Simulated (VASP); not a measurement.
Energy against volume of CaF2 (fluorite). Computed with rev-vdW-DF2, VASP's PBE PAW potentials (set 64) (plane waves; VASP).

```csv
V (Å³/atom),E (eV/atom)
12.794,-4.05758
13.203,-4.06924
13.611,-4.07327
14.020,-4.07079
14.428,-4.06286
```

**Question.** Fit a third-order Birch-Murnaghan equation of state.

**Answer.** 
volume per atom: 13.65 Å^3/atom
bulk modulus: 834 kbar
pressure derivative of the bulk modulus: 4.56
lattice constant a: 0.5471 nm

Measured: bulk modulus 83.0 GPa (computed value off by +0.5 %), as given by On the Morphology of Group II Metal Fluoride Nanocrystals at Finite Temperature and Partial Pressure of HF, PMC6154342; a 5.466 Å (computed value off by +0.1 %), as given by M. Råsander et al., The Journal of Chemical Physics (2015), arXiv:1505.02379. The calculation is for a static lattice, while the measured bulk modulus, a hold thermal and zero-point effects, which are part of the difference.

The compound is CaF2 in the fluorite structure. It was relaxed first.
